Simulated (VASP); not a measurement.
The input files of a VASP run:

POSCAR:
```
GaAs
1.0
  0.0000000000   2.8739525417   2.8739525417
  2.8739525417   0.0000000000   2.8739525417
  2.8739525417   2.8739525417   0.0000000000
Ga As
1 1
Cartesian
  0.0000000000   0.0000000000   0.0000000000
  1.4369762709   1.4369762709   1.4369762709
```

File KPOINTS:
```
Automatic mesh
0
Gamma
8 8 8
0 0 0
```

**INCAR**
```
# general
SYSTEM  = GaAs
PREC    = Accurate
ENCUT   = 520   # plane-wave cut-off (eV)
LREAL   = .False.
LASPH   = .True.   # aspherical one-centre terms

# electronic loop
EDIFF   = 1E-7   # SCF stop (eV)
NELM    = 100   # most electronic steps
ALGO    = Normal   # blocked Davidson
LMAXMIX = 4

# smearing
ISMEAR  = 0   # Gaussian
SIGMA   = 0.05   # width (eV)

# functional
GGA     = PE   # PBE

# ions
ISIF    = 2   # forces and stress, cell fixed

# output
LWAVE   = .False.
LCHARG  = .False.
```

POTCAR, in this order: Ga_d As (PBE.64 set). Program: vasp_std.

Question: Translate this PBE calculation to Quantum ESPRESSO's pw.x.

Answer: One equivalent input (not run):
```
&CONTROL
  calculation = 'scf'
  pseudo_dir = './pseudo'
  outdir = './out'
  tprnfor = .true.
  tstress = .true.
/
&SYSTEM
  ibrav = 0
  nat = 2
  ntyp = 2
  ecutwfc = 84
  occupations = 'smearing'
  smearing = 'gaussian'
  degauss = 0.003675
  input_dft = 'pbe'
/
&ELECTRONS
  conv_thr = 7.3e-09
  electron_maxstep = 100
/
ATOMIC_SPECIES
  Ga 69.723 Ga.upf
  As 74.922 As.upf
CELL_PARAMETERS angstrom
     0.0000000    2.8739525    2.8739525
     2.8739525    0.0000000    2.8739525
     2.8739525    2.8739525    0.0000000
ATOMIC_POSITIONS crystal
  Ga   0.0000000  0.0000000  0.0000000
  As   0.2500000  0.2500000  0.2500000
K_POINTS automatic
  8 8 8 0 0 0
```
What does not carry over: the potentials are each code's own (VASP's PAW set, PseudoDojo norm-conserving files in pw.x), so ENCUT and ecutwfc are chosen apart and not converted; conv_thr bounds pw.x's estimated SCF error, while EDIFF bounds the energy change between steps.

The compound is GaAs in the zinc blende structure. It was relaxed first, which changed the volume by +5 %.
